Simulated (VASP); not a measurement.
Zr:

```xyz
2
Lattice="3.2320 0.0000 0.0000 -1.6160 2.7990 0.0000 0.0000 0.0000 5.1470" Properties=species:S:1:pos:R:3 pbc="T T T"
Zr    0.0000    1.8660    1.2868
Zr    1.6160    0.9330    3.8603
```

| Item | Value |
| --- | --- |
| Program | VASP 6.6.1 |
| Task | relaxation of cell and atoms |
| Functional | PBEsol |
| Potentials or basis | VASP PAW PBE potentials, release 64 (Zr_sv) |
| Cutoff | 600 eV |
| k mesh | 15 × 15 × 7 |
| Occupations | methfessel-paxton, width 0.1 eV |
| Spin | no spin polarisation |

At the start: pressure -3.3 GPa; volume 23.28 Å³/atom.

Task: How do energy, volume and symmetry change on relaxing?

Result: Over 7 steps the energy falls by 8.5 meV/atom and the volume is 22.47 Å³/atom (-3.5 %); space group P6_3/mmc (No. 194, to 0.05 Å).

The path:
```
step  energy change (eV)  largest force (eV/Å)  pressure (GPa)  volume (Å³)
   1              0.0000                0.0000           -3.27        46.56
   2              0.0005                0.0000            3.70        43.44
   3             -0.0167                0.0000            0.00        44.98
   4             -0.0167                0.0000            0.06        44.95
   5             -0.0170                0.0000            0.05        44.94
   6             -0.0171                0.0000            0.05        44.94
   7             -0.0171                0.0000            0.05        44.94
```

Final structure:
```cif
data_structure
_symmetry_space_group_name_H-M 'P 1'
_symmetry_Int_Tables_number 1
_cell_length_a 3.1855
_cell_length_b 3.1855
_cell_length_c 5.1135
_cell_angle_alpha 90.000
_cell_angle_beta 90.000
_cell_angle_gamma 120.000
_cell_volume 44.94
loop_
_atom_site_label
_atom_site_type_symbol
_atom_site_fract_x
_atom_site_fract_y
_atom_site_fract_z
_atom_site_occupancy
Zr1 Zr 0.33333 0.66667 0.25000 1
Zr2 Zr 0.66667 0.33333 0.75000 1
```

Caveat: the PAW data sets were made with another functional, which shifts forces and pressure a little.
